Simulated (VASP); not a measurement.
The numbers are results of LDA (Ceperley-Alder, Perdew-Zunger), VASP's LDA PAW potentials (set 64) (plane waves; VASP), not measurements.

Input for VASP

**KPOINTS**
```
K-points
0
Gamma
  9 9 9
0 0 0
```

File POSCAR:
```
Ni3Fe
1.0
  3.2982626358   0.0000000000   0.0000000000
  0.0000000000   3.2982626358   0.0000000000
  0.0000000000   0.0000000000   3.2982626358
Fe Ni
1 3
Cartesian
  0.0000000000   0.0000000000   0.0000000000
  0.0000000000   1.6491313179   1.6491313179
  1.6491313179   0.0000000000   1.6491313179
  1.6491313179   1.6491313179   0.0000000000
```

INCAR:
```
! general
SYSTEM =Ni3Fe
PREC   =Accurate
ENCUT  =500
LREAL  =.False.
LASPH  =.True.

! electronic loop
EDIFF  =1E-6
NELM   =100
ALGO   =Normal
LMAXMIX=4

! smearing
ISMEAR =1
SIGMA  =0.1

! spin
ISPIN  =2
MAGMOM =2.7 0.6 0.6 0.6

! ions
IBRION =2
NSW    =40
ISIF   =3
EDIFFG =-0.02
PSTRESS=450

! output
LWAVE  =.False.
LCHARG =.False.
LORBIT =10
```

POTCAR, in this order: Fe Ni (LDA.64 set). Program: vasp_std.

The run wrote:

OSZICAR:
```
       N       E                     dE             d eps       ncg     rms          rms(c)
DAV:   1     0.245420174307E+03    0.24542E+03   -0.16777E+04  3660   0.219E+03
DAV:   2    -0.186839523799E+02   -0.26410E+03   -0.25458E+03  3524   0.384E+02
DAV:   3    -0.327321570970E+02   -0.14048E+02   -0.13486E+02  3553   0.126E+02
DAV:   4    -0.329285101294E+02   -0.19635E+00   -0.19558E+00  3843   0.158E+01
DAV:   5    -0.329347935632E+02   -0.62834E-02   -0.62830E-02  4956   0.239E+00    0.271E+01
DAV:   6    -0.291520766636E+02    0.37827E+01   -0.29770E+01  3553   0.869E+01    0.119E+01
DAV:   7    -0.302121542042E+02   -0.10601E+01   -0.12320E+01  4103   0.688E+01    0.207E+01
DAV:   8    -0.286497569671E+02    0.15624E+01   -0.40354E+00  4089   0.588E+01    0.624E+00
DAV:   9    -0.286097755206E+02    0.39981E-01   -0.27743E-01  4195   0.681E+00    0.306E+00
DAV:  10    -0.285776984244E+02    0.32077E-01   -0.35559E-02  6144   0.333E+00    0.727E-01
DAV:  11    -0.285776683800E+02    0.30044E-04   -0.13401E-02  5026   0.160E+00    0.522E-01
DAV:  12    -0.285766554340E+02    0.10129E-02   -0.23845E-03  4444   0.121E+00    0.130E-01
DAV:  13    -0.285766861098E+02   -0.30676E-04   -0.45072E-04  5352   0.307E-01    0.631E-02
DAV:  14    -0.285766896012E+02   -0.34913E-05   -0.51241E-05  3777   0.139E-01    0.277E-02
DAV:  15    -0.285766916510E+02   -0.20499E-05   -0.26391E-06  2988   0.224E-02    0.140E-02
DAV:  16    -0.285766919495E+02   -0.29845E-06   -0.93372E-07  1825   0.220E-02
   1 F= -.18499080E+02 E0= -.18499657E+02  d E =-.184991E+02  mag=     4.3942
```

File OUTCAR:
```
------------------------ aborting loop because EDIFF is reached ----------------------------------------
  FORCE on cell =-STRESS in cart. coord.  units (eV):
  Direction    XX          YY          ZZ          XY          YZ          ZX
  --------------------------------------------------------------------------------------
  Total       10.0940667     10.0940667     10.0940667      0.0000000      0.0000000     -0.0000000
  in kB      450.7347570    450.7347570    450.7347570      0.0000000      0.0000000     -0.0000000
  external PRESSURE =       0.7347570 kB  Pullay stress =     450.0000000 kB
  volume of cell :       35.88
      direct lattice vectors                 reciprocal lattice vectors
     3.298262636  0.000000000  0.000000000     0.303189925  0.000000000  0.000000000
     0.000000000  3.298262636  0.000000000     0.000000000  0.303189925  0.000000000
     0.000000000  0.000000000  3.298262636     0.000000000  0.000000000  0.303189925
 POSITION                                       TOTAL-FORCE (eV/Angst)
 -----------------------------------------------------------------------------------
      0.00000      0.00000      0.00000         0.000000      0.000000      0.000000
      0.00000      1.64913      1.64913         0.000000      0.000000      0.000000
      1.64913      0.00000      1.64913         0.000000      0.000000      0.000000
      1.64913      1.64913      0.00000         0.000000      0.000000      0.000000
 -----------------------------------------------------------------------------------
    total drift:                                0.000000     -0.000000     -0.000000
  FREE ENERGIE OF THE ION-ELECTRON SYSTEM (eV)
  ---------------------------------------------------
  free  energy   TOTEN  =       -28.5766919495 eV

  energy  without entropy=      -28.5784229446  energy(sigma->0) =      -28.57726895
  enthalpy is  TOTEN    =       -18.4990798883 eV   P V=       10.0776120612

 total charge

# of ion       s       p       d       tot
------------------------------------------
    1        0.572   0.696   6.375   7.643
    2        0.611   0.733   8.469   9.813
    3        0.611   0.733   8.469   9.813
    4        0.611   0.733   8.469   9.813
--------------------------------------------------
tot          2.405   2.895  31.782  37.083

 magnetization (x)

# of ion       s       p       d       tot
------------------------------------------
    1        0.007   0.009   2.527   2.542
    2       -0.011  -0.031   0.633   0.591
    3       -0.011  -0.031   0.633   0.591
    4       -0.011  -0.031   0.633   0.591
--------------------------------------------------
tot         -0.026  -0.085   4.425   4.314

 reached required accuracy - stopping structural energy minimisation
```
(Selected blocks of OUTCAR.)

The compound is Ni3Fe in the L1_2 structure. It was relaxed first under an external pressure of 45 GPa.
